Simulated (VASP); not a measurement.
Given:

```
MgTe
1.0
    2.30463    -3.99174     0.00000
    2.30463     3.99174     0.00000
    0.00000     0.00000     7.49449
Mg Te
2 2
Direct
  0.66667   0.33333   0.49975
  0.33333   0.66667   0.99975
  0.66667   0.33333   0.87625
  0.33333   0.66667   0.37625
```

Method: PBE GGA, VASP's PBE PAW potentials (set 64) (plane waves; VASP). Numerical set-up: 520 eV cut-off, 4×4×2 Γ-centred mesh, Gaussian smearing of 0.050 eV, potentials Mg Te.

**Question.** Estimate the energy per atom (σ→0).

**Answer.** 
- energy per atom (σ→0) = -3.196 eV/atom

Total energies compare only between runs with the same potentials, cut-off and functional.

The compound is MgTe in the wurtzite structure. It was relaxed first.
